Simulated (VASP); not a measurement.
An input for Ansatz (written as the equivalent of a VASP run, and not itself run):

Ansatz 0.2 input:
```yaml
crystal:
  lattice:
    - [0.0000000, 2.5420057, 2.5420057]
    - [2.5420057, 0.0000000, 2.5420057]
    - [2.5420057, 2.5420057, 0.0000000]
  atoms:
    - { symbol: Si, position: [0.0000000, 0.0000000, 0.0000000] }
    - { symbol: Si, position: [0.2500000, 0.2500000, 0.2500000] }
kpoints:
  mp_grid: { grid: [9, 9, 9] }
hamiltonian:
  xc: r2scan
  pseudopotentials: { kind: paw }
scf:
  occupations: { method: gaussian, width: 0.05 }
  max_iter: 100
relax:
  max_steps: 40
  f_tol: 0.02
  cell: { p_target: 45 }
output: { forces: true, stress: true, eigenvalues: true }
```

Question: Write the VASP files for the same calculation (r2SCAN).

Answer: One answer among several that fit: 
File POSCAR:
```
Si
1.0
  0.0000000000   2.5420056614   2.5420056614
  2.5420056614   0.0000000000   2.5420056614
  2.5420056614   2.5420056614   0.0000000000
Si
2
Cartesian
  0.0000000000   0.0000000000   0.0000000000
  1.2710028307   1.2710028307   1.2710028307
```

### KPOINTS
```
kpoints
0
G
  9 9 9
```

INCAR:
```
SYSTEM = Si
PREC = Accurate
ENCUT = 500
EDIFF = 1E-6
NELM = 100
ALGO = Normal
LREAL = .FALSE.
LASPH = .TRUE.
ISMEAR = 0
SIGMA = 0.05
METAGGA = R2SCAN
LMIXTAU = .TRUE.
LWAVE = .FALSE.
LCHARG = .FALSE.
IBRION = 2
ISIF = 3
NSW = 40
EDIFFG = -0.02
PSTRESS = 450
```

POTCAR, in this order: Si (PBE.64 set). Program: vasp_std.

Limits of the translation: each code has its own PAW files, so the cut-off isn't converted (ENCUT is set for VASP's; basis.ecutwfc is left out, and Ansatz then takes the one that its files recommend); Ansatz stops its SCF on the density residual and VASP on the energy change (EDIFF).

The compound is Si in the diamond structure. This run relaxes it under an external pressure of 45 GPa. Symmetry was kept, so distortions that lower it aren't found.
